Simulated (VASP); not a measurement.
Computed with PBE GGA with D4 dispersion, VASP's PBE PAW potentials (set 64) (plane waves; VASP).

Input for VASP

**INCAR**
```
! general
SYSTEM   =  HfO2
PREC     =  Accurate
ENCUT    =  520
LREAL    =  .FALSE.
LASPH    =  .TRUE.

! electronic loop
EDIFF    =  1E-6
NELM     =  100
ALGO     =  Normal
LMAXMIX  =  6

! smearing
ISMEAR   =  0
SIGMA    =  0.05

! functional
GGA      =  PE
IVDW     =  13

! ions
IBRION   =  2
NSW      =  60
ISIF     =  3
EDIFFG   =  -0.02

! output
LWAVE    =  .FALSE.
LCHARG   =  .FALSE.
```

File KPOINTS:
```
Automatic
0
G
7 7 7
```

**POSCAR**
```
HfO2
1
   -0.0000000000     2.5249444692     2.5249444692
    2.5249444692    -0.0000000000     2.5249444692
    2.5249444692     2.5249444692     0.0000000000
Hf O
1 2
Direct
  0.0000000000   0.0000000000   0.0000000000
  0.2500000000   0.2500000000   0.2500000000
  0.7500000000   0.7500000000   0.7500000000
```

POTCAR, in this order: Hf_pv O (PBE.64 set). Program: vasp_std.

Estimate the energy per atom (σ→0), dispersion energy.

```
Quantity                         Value
---------------------  ---------------
energy per atom (σ→0)  -10.279 eV/atom
dispersion energy            -0.593 eV
```

### OSZICAR
```
...
DAV:   7    -0.302762708165E+02    0.92363E-01   -0.73249E-01   733   0.804E+00    0.293E+01
DAV:   8    -0.302534089444E+02    0.22862E-01   -0.21300E-01   747   0.490E+00    0.593E+00
DAV:   9    -0.302428819171E+02    0.10527E-01   -0.40952E-02   705   0.184E+00    0.168E+00
DAV:  10    -0.302429577208E+02   -0.75804E-04   -0.43133E-03   779   0.524E-01    0.301E-01
DAV:  11    -0.302429324144E+02    0.25306E-04   -0.27189E-04   698   0.140E-01    0.218E-01
DAV:  12    -0.302429424941E+02   -0.10080E-04   -0.51560E-05   755   0.546E-02    0.557E-02
DAV:  13    -0.302429433433E+02   -0.84925E-06   -0.19113E-06   643   0.115E-02
   1 F= -.30836278E+02 E0= -.30836278E+02  d E =-.308363E+02
```

The compound is HfO2 in the fluorite structure, the high-temperature cubic form, which is unstable at 0 K; the monoclinic form is the stable one. It was relaxed first. The start is the result of an earlier pass.
